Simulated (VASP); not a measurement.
A convergence study with VASP on PbS (rock salt): a few settings are varied, all else stays as given below, so the limit is that of these other settings.

```yaml
crystal:
  lattice:
    - [0.00000, 2.97000, 2.97000]
    - [2.97000, 0.00000, 2.97000]
    - [2.97000, 2.97000, 0.00000]
  atoms:
    - { symbol: Pb, position: [0.00000, 0.00000, 0.00000] }
    - { symbol: S, position: [0.50000, 0.50000, 0.50000] }
```

All values below come from LDA (Ceperley-Alder, Perdew-Zunger), VASP's LDA PAW potentials (set 64) (plane waves; VASP). The last row used: 550 eV cut-off, 15×15×15 Γ-centred mesh, second-order Methfessel-Paxton smearing of 0.40 eV, potentials Pb_d S.

```tsv
setting	E (eV/atom)	pressure (GPa)	irreducible k-points
ISMEAR = -1, SIGMA = 0.01, 4×4×4 mesh	-4.9822	-2.67	8
ISMEAR = -1, SIGMA = 0.1, 4×4×4 mesh	-4.9822	-2.99	8
ISMEAR = 0, SIGMA = 0.01, 4×4×4 mesh	-4.9822	-2.67	8
ISMEAR = 0, SIGMA = 0.2, 4×4×4 mesh	-4.9818	-2.95	8
ISMEAR = 1, SIGMA = 0.05, 4×4×4 mesh	-4.9821	-2.67	8
ISMEAR = 1, SIGMA = 0.2, 4×4×4 mesh	-4.9814	-2.79	8
ISMEAR = 2, SIGMA = 0.05, 4×4×4 mesh	-4.9821	-2.67	8
ISMEAR = 2, SIGMA = 0.2, 4×4×4 mesh	-4.9816	-2.70	8
ISMEAR = -1, SIGMA = 0.01, 9×9×9 mesh	-4.9893	-2.78	35
ISMEAR = -1, SIGMA = 0.2, 9×9×9 mesh	-4.9871	-2.81	35
ISMEAR = 0, SIGMA = 0.01, 9×9×9 mesh	-4.9893	-2.78	35
ISMEAR = 0, SIGMA = 0.4, 9×9×9 mesh	-4.9888	-2.79	35
ISMEAR = 1, SIGMA = 0.05, 9×9×9 mesh	-4.9893	-2.78	35
ISMEAR = 1, SIGMA = 0.4, 9×9×9 mesh	-4.9896	-2.80	35
ISMEAR = 2, SIGMA = 0.05, 9×9×9 mesh	-4.9893	-2.78	35
ISMEAR = 2, SIGMA = 0.4, 9×9×9 mesh	-4.9893	-2.78	35
ISMEAR = -1, SIGMA = 0.05, 15×15×15 mesh	-4.9889	-2.75	120
ISMEAR = -1, SIGMA = 0.2, 15×15×15 mesh	-4.9866	-2.79	120
ISMEAR = 0, SIGMA = 0.1, 15×15×15 mesh	-4.9889	-2.75	120
ISMEAR = 0, SIGMA = 0.4, 15×15×15 mesh	-4.9883	-2.77	120
ISMEAR = 1, SIGMA = 0.1, 15×15×15 mesh	-4.9889	-2.75	120
ISMEAR = 1, SIGMA = 0.4, 15×15×15 mesh	-4.9893	-2.80	120
ISMEAR = 2, SIGMA = 0.1, 15×15×15 mesh	-4.9889	-2.75	120
ISMEAR = 2, SIGMA = 0.4, 15×15×15 mesh	-4.9890	-2.76	120
```

Left out are rungs that failed or repeat a setting and relaxations that didn't move; long series are thinned to 24 rows.

The compound is PbS in the rock salt structure. The cell was not relaxed at this level.
